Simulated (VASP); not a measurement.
# Ge (Fd-3m) in VASP: a series of runs, part 2 of 2

VASP 6.6.1.

**3. Optical spectrum, PBE**

The input, INCAR:

```
SYSTEM = Ge
PREC = Accurate ; ENCUT = 520
EDIFF = 1E-6 ; ISMEAR = 0
SIGMA = 0.03 ; LREAL = .FALSE.
LASPH = .TRUE. ; NELM = 80
ALGO = Normal ; ISIF = 2
LWAVE = .FALSE. ; LCHARG = .FALSE.
GGA = PE ; LOPTICS = .TRUE.
NBANDS = 62 ; NEDOS = 1000
CSHIFT = 0.05 ; KPAR = 4
```

The input, KPOINTS:

```
Automatic mesh
0
G
  10 10 10
  0 0 0
```

The input, POSCAR:

```
Ge                                      
1.0
    0.0000000000      2.8370028273      2.8370028273
    2.8370028273      0.0000000000      2.8370028273
    2.8370028273      2.8370028273      0.0000000000
  Ge            
     2
Direct
     0.0000000000000000    0.0000000000000000    0.0000000000000000
     0.2500000000000000    0.2500000000000000    0.2500000000000000
```

Potentials or basis: VASP PAW PBE potentials, release 64 (Ge_d).

Run with:

```sh
> cat potpaw_PBE.64/Ge_d/POTCAR > POTCAR
> mpirun -np 4 vasp_std > vasp.out
```

OUTCAR:

```text
SYSTEM = Ge
   PREC = Accurate
   ENCUT = 520
   EDIFF = 1E-6
   ISMEAR = 0
   LREAL = .FALSE.
   LASPH = .TRUE.
   NELM = 80
   ISIF = 2
   GGA = PE

 ion  position               nearest neighbor table
   1  0.000  0.000  0.000-   2 2.46   2 2.46   2 2.46   2 2.46
   2  0.250  0.250  0.250-   1 2.46   1 2.46   1 2.46   1 2.46

[... 1042 lines left out ...]
     2.85082    15.87167    15.87167    15.87167     0.00000     0.00000    -0.00000
     3.80109   -12.21708   -12.21708   -12.21708    -0.00000    -0.00000     0.00000
     4.75137    -2.66765    -2.66765    -2.66765    -0.00000    -0.00000     0.00000
[... 92 lines left out ...]
    93.12679     0.94804     0.94804     0.94804    -0.00000     0.00000     0.00000
    94.07706     0.94947     0.94947     0.94947    -0.00000     0.00000     0.00000

  frequency dependent IMAGINARY DIELECTRIC FUNCTION (independent particle, no local field effects) current-current
     E(ev)      X         Y         Z        XY        YZ        ZX
  --------------------------------------------------------------------------------------------------------------
     0.00000   300.30446   300.30446   300.30446     0.00000     0.00000     0.00000
     0.95027     0.00000     0.00000     0.00000     0.00000     0.00000     0.00000
     1.90055     0.00020     0.00020     0.00020    -0.00000    -0.00000     0.00000
     2.85082     3.45585     3.45585     3.45585     0.00000     0.00000     0.00000
     3.80109    63.68287    63.68287    63.68287     0.00000     0.00000    -0.00000
     4.75137    31.49188    31.49188    31.49188    -0.00000     0.00000     0.00000
[... 92 lines left out ...]
    93.12679     0.00000     0.00000     0.00000     0.00000     0.00000     0.00000
    94.07706     0.00000     0.00000     0.00000     0.00000     0.00000     0.00000

  frequency dependent      REAL DIELECTRIC FUNCTION (independent particle, no local field effects) current-current
     E(ev)        X           Y           Z          XY          YZ          ZX
  --------------------------------------------------------------------------------------------------------------
     0.00000   -80.98825   -80.98825   -80.98825     0.00000    -0.00000     0.00000
     0.95027    32.17427    32.17427    32.17427     0.00000    -0.00000     0.00000
     1.90055     5.59017     5.59017     5.59017    -0.00000    -0.00000     0.00000
     2.85082    16.33721    16.33721    16.33721    -0.00000    -0.00000     0.00000
     3.80109   -13.24342   -13.24342   -13.24342     0.00000     0.00000    -0.00000
     4.75137    -2.87792    -2.87792    -2.87792    -0.00000    -0.00000     0.00000
[... 92 lines left out ...]
    93.12679     0.94883     0.94883     0.94883    -0.00000     0.00000    -0.00000
    94.07706     0.95024     0.95024     0.95024    -0.00000     0.00000    -0.00000
```

OSZICAR:

```text
N       E                     dE             d eps       ncg     rms          rms(c)
DAV:   1     0.288990374593E+03    0.28899E+03   -0.76848E+03  9146   0.123E+03
DAV:   2     0.284135910518E+02   -0.26058E+03   -0.23097E+03  5946   0.420E+02
DAV:   3    -0.798435212225E+01   -0.36398E+02   -0.35743E+02  6558   0.649E+01
DAV:   4    -0.909270608501E+01   -0.11084E+01   -0.11067E+01  6766   0.120E+01
DAV:   5    -0.909987857199E+01   -0.71725E-02   -0.71720E-02  6708   0.102E+00    0.316E+00
DAV:   6    -0.904269693969E+01    0.57182E-01   -0.83100E-03  7966   0.494E-01    0.187E+00
DAV:   7    -0.901295551759E+01    0.29741E-01   -0.17757E-02  6882   0.636E-01    0.149E-01
DAV:   8    -0.901449685370E+01   -0.15413E-02   -0.25839E-03  6784   0.220E-01    0.485E-02
DAV:   9    -0.901464167980E+01   -0.14483E-03   -0.78486E-05  7506   0.729E-02    0.170E-02
DAV:  10    -0.901465885822E+01   -0.17178E-04   -0.11526E-05  6626   0.135E-02    0.618E-03
DAV:  11    -0.901466007716E+01   -0.12189E-05   -0.10341E-06  6498   0.854E-03    0.118E-03
DAV:  12    -0.901466027467E+01   -0.19750E-06   -0.11815E-07  5676   0.120E-03
   1 F= -.90146603E+01 E0= -.90146368E+01  d E =-.469182E-04
 imaginary and real dielectric function
```

Wall time 20 s (4 MPI ranks of AMD EPYC 9R14 (Zen 4), shared host); peak memory 0.25 GiB.

What came out:

* Free energy: -9.0147 eV
* Pressure: 3.0 GPa
* Band gap on the k mesh: none (metal or under the smearing width)

Dielectric function (mean over the directions given):
| energy (eV) | real part | imaginary part |
| --- | --- | --- |
| 0.29 | -76.04 | 0.00 |
| 0.76 | 14.67 | 0.00 |
| 1.24 | 29.65 | 48.88 |
| 1.71 | -2.99 | 13.62 |
| 2.28 | 11.52 | 12.22 |
| 2.76 | 13.56 | 25.09 |
| 3.23 | 10.79 | 1.71 |
| 3.80 | -12.22 | 64.37 |
| 4.28 | -5.14 | 5.07 |
| 4.75 | -2.67 | 31.37 |
| 5.32 | -11.81 | 5.06 |
| 5.80 | -6.10 | 2.09 |
| 6.27 | -5.46 | 2.03 |
| 6.84 | -4.01 | 3.60 |
| 7.32 | -4.87 | 2.85 |
| 7.79 | -2.93 | 1.05 |
| 8.27 | -3.32 | 2.26 |
| 8.84 | -2.33 | 0.84 |
| 9.31 | -1.74 | 1.84 |
| 9.79 | -2.48 | 1.28 |
| 10.36 | -1.59 | 2.08 |
| 10.83 | -1.53 | 1.21 |
| 11.31 | -1.34 | 0.54 |
| 11.88 | -0.99 | 0.35 |
| 12.35 | -0.81 | 0.41 |
| 12.83 | -0.73 | 0.52 |
| 13.40 | -0.61 | 0.53 |
| 13.87 | -0.32 | 0.20 |
| 14.35 | -0.35 | 0.25 |
| 14.82 | -0.35 | 0.16 |
| 15.39 | -0.21 | 0.32 |
| 15.87 | -0.12 | 0.14 |
| 16.34 | -0.07 | 0.12 |
| 16.91 | 0.03 | 0.12 |
| 17.39 | 0.10 | 0.09 |
| 17.87 | 0.12 | 0.15 |
| 18.44 | 0.23 | 0.02 |
| 18.91 | 0.28 | 0.08 |
| 19.39 | 0.32 | 0.08 |
| 19.96 | 0.38 | 0.07 |

Caveat: independent-particle spectra lack excitons; the intraband (Drude) part of a metal's response may be missing; this crystal is a semiconductor, whose small gap the functional closes, so the metal is an error of the method.

**4. Against experiment**

Step 3. Measured gap of Ge: 0.666 eV (indirect; 293 K; “Electronic and optical properties of SixGe1-x-ySny alloys lattice-matched to Ge”, 2021, arxiv:2109.02782). This calculation gives 0.00 eV (-0.67 eV). 3 values of this kind are on record (0.666 to 0.807 eV); this one was drawn at random among those near their median. Spin-orbit coupling on Ge is left out. The value is that of PBE on a finite k mesh, which can miss the band edges, without temperature or zero-point motion. Semilocal functionals fall short of measured gaps as a rule.
